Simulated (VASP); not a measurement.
Consider the following.

```
CELL_PARAMETERS angstrom
      4.30614     0.00000     0.00000
      2.87076     3.20961     0.00000
      0.00000     0.00000    24.41700
ATOMIC_POSITIONS crystal
  Ni 0.34774 0.34774 0.32766
  Ni 0.65040 0.65040 0.35608
  Ni 0.95242 0.95242 0.38521
  Ni 0.24899 0.24899 0.41956
  Ni 0.54789 0.54789 0.45191
  Ni 0.84937 0.84937 0.48382
  Ni 0.15063 0.15063 0.51618
  Ni 0.45211 0.45211 0.54809
  Ni 0.75101 0.75101 0.58044
  Ni 0.04758 0.04758 0.61479
  Ni 0.34960 0.34960 0.64392
  Ni 0.65226 0.65226 0.67234
```
Starting moments (μB, in the order of the record's atoms Ni Ni Ni Ni Ni Ni Ni Ni Ni Ni Ni Ni): 0.8 0.8 0.8 0.8 0.8 0.8 0.8 0.8 0.8 0.8 0.8 0.8.

Method: PBE GGA, VASP's PBE PAW potentials (set 64) (plane waves; VASP). Settings: PREC = Normal, 400 eV cut-off, 9×9×1 Γ-centred mesh, first-order Methfessel-Paxton smearing of 0.10 eV, potentials Ni.

Problem. Estimate the cell moment, energy per atom (σ→0), band gap (on the k-mesh) with the smallest direct gap where there is one.

Solution. 
```yaml
band gap (on the k-mesh): none (metal, semimetal or under 0.01 eV)
cell_moment: 8.16 μB
energy per atom (σ→0): -5.130 eV/atom
```

Problem. Give the moment on each site (PAW-sphere projection).

Solution. 
| site | moment (μB) |
|---|---|
| Ni1 | 0.80 |
| Ni2 | 0.71 |
| Ni3 | 0.64 |
| Ni4 | 0.67 |
| Ni5 | 0.67 |
| Ni6 | 0.66 |
| Ni7 | 0.66 |
| Ni8 | 0.67 |
| Ni9 | 0.67 |
| Ni10 | 0.64 |
| Ni11 | 0.71 |
| Ni12 | 0.80 |

Total energies compare only between runs with the same potentials, cut-off and functional.

The cell is a thin slab with vacuum, built from Ni (fcc): (210) face.
